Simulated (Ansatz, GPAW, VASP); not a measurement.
# AlO2: programs and potentials compared

```
Al O
1.0
     1.48816   -5.40283    0.00000
     1.48816    5.40283    0.00000
     0.00000    0.00000    3.64661
Al O
2 4
Direct
  0.66813 0.33187 0.75000
  0.33187 0.66813 0.25000
  0.06107 0.93893 0.75000
  0.93893 0.06107 0.25000
  0.29418 0.70582 0.75000
  0.70582 0.29418 0.25000
```

The cell comes from a database or a generator and needn't be the stable form of this composition.

Alike in all runs: task single point; functional PBEsol; k mesh 9 × 9 × 7; occupations fermi-dirac, width 0.05 eV; no spin polarisation; no spin-orbit coupling. Pressure is positive in compression and, in plane waves, holds the error of the finite cutoff, which Ansatz's Pulay term estimates and takes out.

| program and potentials | plane-wave cutoff (eV) | notes | pressure (GPa) | largest force (eV/Å) |
| --- | --- | --- | --- | --- |
| Ansatz, Ansatz PAW | 420 | potentials made for PBE, which Ansatz adapts in part | ? | ? |
| VASP, PBE PAW files Al, O, 520 eV | 520 | potentials made for PBE | -5.95 | 0.651 |
| GPAW, PAW data sets generated for this functional | 800 | - | -4.33 | 0.752 |

Problem. Estimate from the other rows what the run with Ansatz, Ansatz PAW gave.

Solution. Pressure -5.94 GPa; largest force 0.641 eV/Å. Its pressure holds a Pulay term of +0.91 GPa. The other rows, which needn't bracket it: pressure -5.95 to -4.33; largest force 0.651 to 0.752.
